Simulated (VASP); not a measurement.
A VASP calculation is set up with these files.

INCAR:
```
! general
SYSTEM  = La
PREC    = Accurate
ENCUT   = 400   ! plane-wave cut-off (eV)
LREAL   = .FALSE.   ! projection in real space or not
LASPH   = .TRUE.   ! aspherical one-centre terms

! electronic loop
EDIFF   = 1E-6   ! SCF stop (eV)
NELM    = 100
ALGO    = Normal   ! blocked Davidson
LMAXMIX = 6   ! l cut-off of mixed one-centre charges

! smearing
ISMEAR  = 1
SIGMA   = 0.1   ! width (eV)

! functional
GGA     = PS

! ions
IBRION  = 2   ! conjugate gradients
NSW     = 60
ISIF    = 3
EDIFFG  = -0.01   ! ionic stop

! output
LWAVE   = .FALSE.
LCHARG  = .FALSE.
```

### POSCAR
```
La
1
   -2.0553001975     2.0553001975     2.0553001975
    2.0553001975    -2.0553001975     2.0553001975
    2.0553001975     2.0553001975    -2.0553001975
La
1
Direct
  0.0000000000   0.0000000000   0.0000000000
```

### KPOINTS
```
Automatic mesh
0
Gamma
11 11 11
0 0 0
```

POTCAR, in this order: La (PBE.64 set). Program: vasp_std.

### Question
Write an equivalent input for Ansatz.

### Answer
One equivalent input (not run):
Ansatz 0.2 input:
```yaml
crystal:
  lattice:
    - [-2.0553002, 2.0553002, 2.0553002]
    - [2.0553002, -2.0553002, 2.0553002]
    - [2.0553002, 2.0553002, -2.0553002]
  atoms:
    - { symbol: La, position: [0.0000000, 0.0000000, 0.0000000] }
kpoints:
  mp_grid: { grid: [11, 11, 11] }
hamiltonian:
  xc: pbesol
  pseudopotentials: { kind: paw }
scf:
  occupations: { method: methfessel_paxton, width: 0.1 }
  max_iter: 100
relax:
  max_steps: 60
  f_tol: 0.01
  cell: {}
output: { forces: true, stress: true, eigenvalues: true }
```
Limits of the translation: each code has its own PAW files, so the cut-off isn't converted (ENCUT is set for VASP's; basis.ecutwfc is left out, and Ansatz then takes the one that its files recommend); Ansatz stops its SCF on the density residual and VASP on the energy change (EDIFF).

The structure was generated: La was put into the bcc type (Im-3m), which need not be its known phase. It was relaxed first, which changed the volume by -7 %. The start is the result of an earlier pass.
